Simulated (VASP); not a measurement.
An input for Ansatz (written as the equivalent of a VASP run, and not itself run):

Ansatz 0.2 input:
```yaml
crystal:
  lattice:
    - [4.5621126, 0.0000000, 0.0000000]
    - [-2.2810563, 3.9509055, 0.0000000]
    - [0.0000000, 0.0000000, 5.7909363]
  atoms:
    - { symbol: Sn, position: [0.3333330, 0.6666670, 0.2500000] }
    - { symbol: Sn, position: [0.6666670, 0.3333330, 0.7500000] }
    - { symbol: Si, position: [0.3333330, 0.6666670, 0.7500000] }
    - { symbol: Si, position: [0.6666670, 0.3333330, 0.2500000] }
kpoints:
  mp_grid: { grid: [8, 8, 6] }
hamiltonian:
  xc: pbesol
  pseudopotentials: { kind: paw }
scf:
  occupations: { method: methfessel_paxton, width: 0.1 }
  max_iter: 100
output: { forces: true, stress: true, eigenvalues: true }
```

Translate this input to VASP (INCAR, KPOINTS, POSCAR, choice of POTCAR).

Several could match; the one computed here: 
### INCAR
```
SYSTEM  =  SiSn
PREC  =  Accurate; ENCUT  =  480; LREAL  =  F
LASPH  =  T
EDIFF  =  1E-7; NELM  =  100; ALGO  =  Normal
LMAXMIX  =  4
ISMEAR  =  1; SIGMA  =  0.1
GGA  =  PS
ISIF  =  2
LWAVE  =  F; LCHARG  =  F
```

### POSCAR
```
SiSn
1
    4.5621126408     0.0000000000     0.0000000000
   -2.2810563204     3.9509054805     0.0000000000
    0.0000000000     0.0000000000     5.7909362790
Sn Si
2 2
Direct
  0.3333330000   0.6666670000   0.2500000000
  0.6666670000   0.3333330000   0.7500000000
  0.3333330000   0.6666670000   0.7500000000
  0.6666670000   0.3333330000   0.2500000000
```

File KPOINTS:
```
Automatic mesh
0
gamma
8 8 6
0 0 0
```

POTCAR, in this order: Sn_d Si (PBE.64 set). Program: vasp_std.

Limits of the translation: each code has its own PAW files, so the cut-off isn't converted (ENCUT is set for VASP's; basis.ecutwfc is left out, and Ansatz then takes the one that its files recommend); Ansatz stops its SCF on the density residual and VASP on the energy change (EDIFF).

The structure was generated: SiSn was put into the h-BN type (P6_3/mmc), which need not be its known phase. It was relaxed first, which changed the volume by -53 %.
